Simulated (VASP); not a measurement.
These are vdW-DF2, VASP's PBE PAW potentials (set 64) (plane waves; VASP) values and carry that method's errors.

VASP input:

KPOINTS:
```
Automatic mesh
0
Gamma
9 9 9
0 0 0
```

### POSCAR
```
CaO
1
    0.0000000000     2.4682818452     2.4682818452
    2.4682818452     0.0000000000     2.4682818452
    2.4682818452     2.4682818452     0.0000000000
Ca O
1 1
Direct
  0.0000000000   0.0000000000   0.0000000000
  0.5000000000   0.5000000000   0.5000000000
```

INCAR:
```
! general
SYSTEM   = CaO
PREC     = Accurate
ENCUT    = 520
LREAL    = .FALSE.
LASPH    = .TRUE.

! electronic loop
EDIFF    = 1E-7
NELM     = 100
ALGO     = Normal

! smearing
ISMEAR   = 0
SIGMA    = 0.05

! functional
GGA      = ML
LUSE_VDW = .TRUE.
AGGAC    = 0.0
ZAB_VDW  = -1.8867

! ions
ISIF     = 2

! output
LWAVE    = .FALSE.
LCHARG   = .FALSE.
```

POTCAR, in this order: Ca_sv O (PBE.64 set). Program: vasp_std.

Problem. What will the output report for the number of irreducible k-points (NKPTS), largest plane-wave count, number of space-group operations, FFT grid (NGX, NGY, NGZ)?

Solution. 
The number of irreducible k-points (NKPTS) comes out as 35 and the largest plane-wave count is 869. The number of space-group operations is 48 and the FFT grid (NGX, NGY, NGZ) comes out as 28 × 28 × 28.

The compound is CaO in the rock salt structure. This cell is one point of a volume scan, at 1.03 of the reference volume.
